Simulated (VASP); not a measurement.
# LuB2Os3 in VASP: a series of runs, part 2 of 2

VASP 6.6.1.

### 4 Single point, PBE

Contents of INCAR:

```
ALGO = Normal
EDIFF = 1E-6
ENCUT = 520
GGA = PE
ISIF = 2
ISMEAR = 1
LASPH = T
LCHARG = T
LELF = T
LREAL = F
LVHAR = T
LWAVE = F
NBANDS = 36
NELM = 100
PREC = Accurate
SIGMA = 0.15
```

Contents of KPOINTS:

```
k-points
0
Gamma
  3 3 4
```

Contents of POSCAR:

```
LuB2Os3
1.0
    4.5037960000      0.6592820000      0.2739790000
   -0.5288380000      4.5422550000     -0.8218620000
   -0.4312670000      1.2667250000      4.0114430000
B Os Lu
2 3 1
Direct
    0.2458080430      0.4812059719      0.0655887821
    0.9172212161      0.1057097135      0.1766769327
    0.4934608243      0.6346272680      0.4399591699
    0.7177852234      0.4592659862      0.9807518602
    0.9933826614      0.6400989010      0.4699159317
    0.2624869867      0.1080952700      0.6841885757
```

Potentials or basis: VASP PAW PBE potentials, release 64 (B, Os, Lu).

Command:

```bash
$ cat potpaw_PBE.64/B/POTCAR potpaw_PBE.64/Os/POTCAR potpaw_PBE.64/Lu/POTCAR > POTCAR
$ mpirun -np 1 vasp_std > vasp.out
```

OUTCAR:

```text
EDIFF = 1E-6
   ENCUT = 520
   GGA = PE
   ISIF = 2
   ISMEAR = 1
   LASPH = T
   LREAL = F
   NELM = 100
   PREC = Accurate

 ion  position               nearest neighbor table
   1  0.246  0.481  0.066-   3 2.15   4 2.18   5 2.26   4 2.44   6 2.52   5 2.77   6 2.93
   2  0.917  0.106  0.177-   4 1.95   5 2.36   6 2.61   6 2.66
   3  0.493  0.635  0.440-   1 2.15   5 2.28   5 2.28   4 2.43   4 2.53   6 2.75   6 2.75
   4  0.718  0.459  0.981-   2 1.95   1 2.18   3 2.43   1 2.44   3 2.53   5 2.55   5 2.66   6 3.04
                             6 3.29
   5  0.993  0.640  0.470-   1 2.26   3 2.28   3 2.28   2 2.36   4 2.55   4 2.66   1 2.77   6 2.77
                             6 2.78
   6  0.262  0.108  0.684-   1 2.52   2 2.61   2 2.66   3 2.75   3 2.75   5 2.77   5 2.78   1 2.93
                             4 3.04   4 3.29

  LATTYP: Found a triclinic cell.
 ALAT       =     5.8394737866
 B/A-ratio  =     0.7241648981
 C/A-ratio  =     0.7808978317
 COS(alpha) =     0.0004230862
 COS(beta)  =     0.0148652245
 COS(gamma) =     0.6154321592

  Lattice vectors:

 A1 = (   0.0975710000,  -3.2755300000,   4.8333050000)
 A2 = (  -0.4312670000,   1.2667250000,   4.0114430000)
 A3 = (  -4.5037960000,  -0.6592820000,  -0.2739790000)

Analysis of symmetry for initial positions (statically):
=====================================================================
 Subroutine PRICEL returns:
 Original cell was already a primitive cell.

 Routine SETGRP: Setting up the symmetry group for a
 triclinic supercell.

 Subroutine GETGRP returns: Found  1 space group operations
 (whereof  1 operations were pure point group operations)
 out of a pool of  2 trial point group operations.

The static configuration has the point symmetry C_1 .

Analysis of symmetry for dynamics (positions and initial velocities):
=====================================================================
 Subroutine PRICEL returns:
 Original cell was already a primitive cell.

 Routine SETGRP: Setting up the symmetry group for a
 triclinic supercell.

 Subroutine GETGRP returns: Found  1 space group operations
 (whereof  1 operations were pure point group operations)
 out of a pool of  2 trial point group operations.

The dynamic configuration has the point symmetry C_1 .

 Subroutine INISYM returns: Found  1 space group operations
 (whereof  1 operations are pure point group operations),
 and found     1 'primitive' translations

----------------------------------------------------------------------------------------

                                     Primitive cell

  volume of cell :      88.7379

  direct lattice vectors                    reciprocal lattice vectors
     4.503796000  0.659282000  0.273979000     0.217067047  0.027900660  0.014526292
    -0.528838000  4.542255000 -0.821862000    -0.025892167  0.204928025 -0.067495385
    -0.431267000  1.266725000  4.011443000    -0.020130312  0.040079932  0.234466303

  length of vectors
     4.560032418  4.646203532  4.228741940     0.219334363  0.217305147  0.238717569

  position of ions in fractional coordinates (direct lattice)
     0.245808043  0.481205972  0.065588782
     0.917221216  0.105709713  0.176676933
     0.493460824  0.634627268  0.439959170
     0.717785223  0.459265986  0.980751860
     0.993382661  0.640098901  0.469915932
     0.262486987  0.108095270  0.684188576
[... 41 lines left out ...]
  0.333333  0.333333 -0.000000      2.000000
 -0.333333  0.333333  0.000000      2.000000
  0.000000 -0.000000  0.250000      2.000000
[... 11 lines left out ...]
  0.333333  0.333333  0.500000      2.000000
 -0.333333  0.333333  0.500000      2.000000
   k-points           NKPTS =     19   k-points in BZ     NKDIM =     19   number of bands    NBANDS=     36
   number of dos      NEDOS =    301   number of ions     NIONS =      6
   total plane-waves  NPLWV =  41472
   dimension x,y,z NGX =    36 NGY =   36 NGZ =   32
   dimension x,y,z NGXF=    72 NGYF=   72 NGZF=   64
   ions per type =               2   3   1
   NGX,Y,Z   is equivalent  to a cutoff of  13.12, 12.88, 12.58 a.u.
   NGXF,Y,Z  is equivalent  to a cutoff of  26.25, 25.76, 25.16 a.u.
 SYSTEM =  unknown system
   PREC   = accura    normal or accurate (medium, high low for compatibility)
   ISTART =      0    job   : 0-new  1-cont  2-samecut
   ICHARG =      2    charge: 1-file 2-atom 10-const
   ISPIN  =      1    spin polarized calculation?
   LNONCOLLINEAR =      F non collinear calculations
   LSORBIT =      F    spin-orbit coupling
   LASPH  =      T    aspherical Exc in radial PAW
   ENCUT  =  520.0 eV  38.22 Ry    6.18 a.u.   8.48  8.64  7.86*2*pi/ulx,y,z
   NELM   =    100;   NELMIN=  2; NELMDL= -5     # of ELM steps
   EDIFF  = 0.1E-05   stopping-criterion for ELM
   LREAL  =      F    real-space projection
   EDIFFG = 0.1E-04   stopping-criterion for IOM
   NSW    =      0    number of steps for IOM
   IBRION =     -1    ionic relax: 0-MD 1-quasi-New 2-CG
   NFREE  =      0    steps in history (QN), initial steepest desc. (CG)
   ISIF   =      2    stress and relaxation
   ISYM   =      2    0-nonsym 1-usesym 2-fastsym
   POTIM  = 0.5000    time-step for ionic-motion
   TEBEG  =    0.0;   TEEND  =   0.0 temperature during run
   PSTRESS=    0.0 pullay stress
   NELECT =      55.0000    total number of electrons
   NUPDOWN=      -1.0000    fix difference up-down
   EMIN   =  10.00;   EMAX   =-10.00  energy-range for DOS
   EFERMI =   0.00;   METHOD = LEGACY
   ISMEAR =     1;   SIGMA  =   0.15  broadening in eV -4-tet -1-fermi 0-gaus
   EFERMI_NEDOS =   21; number of points for ismear=-14 and -15
   IALGO  =     38    algorithm
   IMIX   =      4    mixing-type and parameters
     AMIX     =   0.40;   BMIX     =  1.00
     AMIX_MAG =   1.60;   BMIX_MAG =  1.00
  volume/ion in A,a.u.               =      14.79        99.81
  Fermi-wavevector in a.u.,A,eV,Ry     =   1.395809  2.637697 26.508002  1.948283
  Thomas-Fermi vector in A             =   2.519225
   LORBIT       =      0    0 simple, 1 ext, 2 COOP (PROOUT), +10 PAW based schemes
   GGA     = PE    functional components
   LHFCALC =     F    Hartree Fock is set to
   AEXX    =    0.0000 exact exchange contribution
   IVDW    =     0    specifies the selected vdW correction
   LEPSILON=     F    determine dielectric tensor
   LRPA    =     F    only Hartree local field effects (RPA)
 non-spin polarized calculation
 Methfessel and Paxton  Order N= 1 SIGMA  =   0.15
  energy-cutoff  :      520.00
  volume of cell :       88.74
 maximum number of plane-waves:      2403
 NGX is ok and might be reduce to    36
   NGX = 17   NGY = 17   NGZ = 15

 number of electron      55.0000008 magnetization

 Free energy of the ion-electron system (eV)
  ---------------------------------------------------
  ext. energy  EPLUGINS =         0.00000000
  ---------------------------------------------------
  free energy    TOTEN  =       -47.16552927 eV

  energy without entropy =      -47.16898833  energy(sigma->0) =      -47.16668229

 E-fermi :   5.9433     XC(G=0): -12.2247

 val. band max:        5.9352867160   @ k =   0.0000  -0.0000   0.5000
 cond. band min:       5.9556101506   @ k =  -0.3333  -0.0000   0.2500
 fundamental gap:      0.0203234346
 Fermi energy:         5.9433065669

 k-point     1 :       0.0000    0.0000    0.0000
  band No.  band energies     occupation
      1     -49.6533      2.00000
      2     -20.4801      2.00000
      3     -20.4305      2.00000
      4     -20.3659      2.00000
      5      -5.0180      2.00000
      6      -1.8596      2.00000
[... 730 lines left out ...]
     35       9.7100      0.00000
     36      10.4431      0.00000

------------------------ aborting loop because EDIFF is reached ----------------------------------------

  FORCE on cell =-STRESS in cart. coord.  units (eV):
  Direction    XX          YY          ZZ          XY          YZ          ZX
  --------------------------------------------------------------------------------------
  -------------------------------------------------------------------------------------
  Total       21.4429939     12.3664788      6.1079822      0.2745518      5.6833730      1.6747151
  in kB      387.1568447    223.2788448    110.2806411      4.9570788    102.6142515     30.2372622
  external PRESSURE =     240.2387769 kB  Pullay stress =       0.0000000 kB

 VOLUME and BASIS-vectors are now :
 -----------------------------------------------------------------------------
  energy-cutoff  :      520.00
  volume of cell :       88.74
      direct lattice vectors                 reciprocal lattice vectors
     4.503796000  0.659282000  0.273979000     0.217067047  0.027900660  0.014526292
    -0.528838000  4.542255000 -0.821862000    -0.025892167  0.204928025 -0.067495385
    -0.431267000  1.266725000  4.011443000    -0.020130312  0.040079932  0.234466303

 POSITION                                       TOTAL-FORCE (eV/Angst)
 -----------------------------------------------------------------------------------
      0.82430      2.43090     -0.06503        -0.989905     -0.276164     -0.712286
      3.99888      1.30867      0.87315         0.180753     -1.713377      1.421585
      1.69709      3.76528      1.37849        -1.088451      0.066053      0.132037
      2.56691      3.80167      3.75344         1.142439     -0.418368     -0.338546
      3.93283      4.15767      1.63113        -0.014586      2.714793     -1.821549
      0.82995      1.53073      2.72766         0.769749     -0.372937      1.318760
 -----------------------------------------------------------------------------------
    total drift:                               -0.000461      0.001038     -0.001347

  FREE ENERGIE OF THE ION-ELECTRON SYSTEM (eV)
  ---------------------------------------------------
  free  energy   TOTEN  =       -47.1655292661 eV

  energy  without entropy=      -47.1689883262  energy(sigma->0) =      -47.16668229
```

OSZICAR:

```text
N       E                     dE             d eps       ncg     rms          rms(c)
DAV:   1     0.383066195846E+03    0.38307E+03   -0.23036E+04  2088   0.427E+03
DAV:   2     0.110839040437E+02   -0.37198E+03   -0.35431E+03  1624   0.714E+02
DAV:   3    -0.454696648633E+02   -0.56554E+02   -0.54002E+02  1688   0.160E+02
DAV:   4    -0.508210483763E+02   -0.53514E+01   -0.52479E+01  2136   0.451E+01
DAV:   5    -0.510801305677E+02   -0.25908E+00   -0.25841E+00  2112   0.822E+00    0.331E+01
DAV:   6    -0.481673783080E+02    0.29128E+01   -0.24593E+01  2040   0.286E+01    0.126E+01
DAV:   7    -0.473640045366E+02    0.80337E+00   -0.65778E+00  2280   0.465E+01    0.104E+01
DAV:   8    -0.472421260038E+02    0.12188E+00   -0.13871E+00  2080   0.133E+01    0.376E+00
DAV:   9    -0.471666029434E+02    0.75523E-01   -0.44830E-01  2104   0.565E+00    0.112E+00
DAV:  10    -0.471656708768E+02    0.93207E-03   -0.59667E-02  1888   0.168E+00    0.390E-01
DAV:  11    -0.471656924947E+02   -0.21618E-04   -0.55618E-03  1972   0.553E-01    0.222E-01
DAV:  12    -0.471656029752E+02    0.89519E-04   -0.15144E-03  1992   0.330E-01    0.902E-02
DAV:  13    -0.471655415226E+02    0.61453E-04   -0.45408E-04  1960   0.172E-01    0.571E-02
DAV:  14    -0.471655293967E+02    0.12126E-04   -0.90542E-05  1972   0.769E-02    0.123E-02
DAV:  15    -0.471655294175E+02   -0.20782E-07   -0.11010E-05  1952   0.272E-02    0.661E-03
DAV:  16    -0.471655292661E+02    0.15144E-06   -0.75787E-07   896   0.790E-03
   1 F= -.47165529E+02 E0= -.47166682E+02  d E =0.345906E-02
```

Wall time 31 s (1 thread of Intel Xeon 6975P-C (Granite Rapids), shared host); peak memory 0.23 GiB.

Results:

- Free energy: -47.1655 eV
- Pressure: 24.0 GPa
- Largest force: 3.269 eV/Å
- Band gap on the k mesh: none (metal or under the smearing width)

Forces in eV/Å, atoms in the order of the input:
```
B   -0.990 -0.276 -0.712
B    0.181 -1.713  1.422
Os  -1.088  0.066  0.132
Os   1.142 -0.418 -0.339
Os  -0.015  2.715 -1.822
Lu   0.770 -0.373  1.319
```

Caveat: the k mesh is coarse (spacing up to 0.46 Å⁻¹), so the values aren't converged; so large a pressure means that the cell lies far from this level's equilibrium, or that cutoff or potentials fall short. The run has no spin-orbit coupling, so splittings on Lu, Os are missing.

### 5 Molecular dynamics, PBE

Contents of INCAR:

```
SYSTEM = LuB2Os3
  PREC = Accurate
  ENCUT = 520
  EDIFF = 1E-5
  ISMEAR = 1
  SIGMA = 0.15
  LREAL = .False.
  LASPH = .True.
  NELM = 100
  ALGO = Normal
  ISIF = 2
  LWAVE = .False.
  LCHARG = .True.
  GGA = PE
  IBRION = 0
  NSW = 20
  POTIM = 1.0
  TEBEG = 900.0
  TEEND = 900.0
  ISYM = 0
  NELMIN = 4
  RANDOM_SEED = 155984 0 0
  MDALGO = 1
  ANDERSEN_PROB = 0.0
```

Contents of KPOINTS:

```
regular mesh
0
Gamma
  3 3 4
  0 0 0
```

Contents of POSCAR:

```
LuB2Os3
1.0
    4.5037960000      0.6592820000      0.2739790000
   -0.5288380000      4.5422550000     -0.8218620000
   -0.4312670000      1.2667250000      4.0114430000
B Os Lu
2 3 1
Direct
    0.2183020000      0.4859170000      0.0608580000
    0.9874650000      0.0602910000      0.1658550000
    0.4895430000      0.6381980000      0.4506800000
    0.7353380000      0.4526600000      0.9876160000
    0.9840820000      0.6414790000      0.4635700000
    0.2551340000      0.1124100000      0.6729300000
```

Command:

```bash
$ cat potpaw_PBE.64/B/POTCAR potpaw_PBE.64/Os/POTCAR potpaw_PBE.64/Lu/POTCAR > POTCAR
$ mpirun -np 1 vasp_std > vasp.out
```

It took 3 min on 1 thread of Intel Xeon 6975P-C (Granite Rapids), shared host; peak memory 0.29 GiB.

The path:
```tsv
step	potential energy change (eV)	largest force (eV/Å)	pressure (GPa)	volume (Å³)	temperature (K)
1	0.0000	3.4275	21.48	88.74	872
2	0.0319	3.4163	21.62	88.74	823
3	0.0597	3.4157	21.73	88.74	780
4	0.0835	3.4234	21.78	88.74	743
5	0.1036	3.4401	21.93	88.74	712
6	0.1202	3.4650	22.01	88.74	686
7	0.1335	3.4994	22.14	88.74	666
8	0.1436	3.5418	22.17	88.74	650
9	0.1506	3.5924	22.28	88.74	639
10	0.1547	3.6498	22.33	88.74	633
11	0.1558	3.7134	22.43	88.74	631
12	0.1540	3.7814	22.44	88.74	634
13	0.1493	3.8529	22.54	88.74	641
14	0.1417	3.9254	22.50	88.74	653
15	0.1314	3.9985	22.58	88.74	669
16	0.1183	4.0694	22.54	88.74	689
17	0.1029	4.1379	22.61	88.74	713
18	0.0854	4.2014	22.54	88.74	740
19	0.0663	4.2599	22.60	88.74	770
20	0.0462	4.3115	22.54	88.74	800
```

Caveat: the k mesh is coarse (spacing up to 0.46 Å⁻¹), so the values aren't converged.
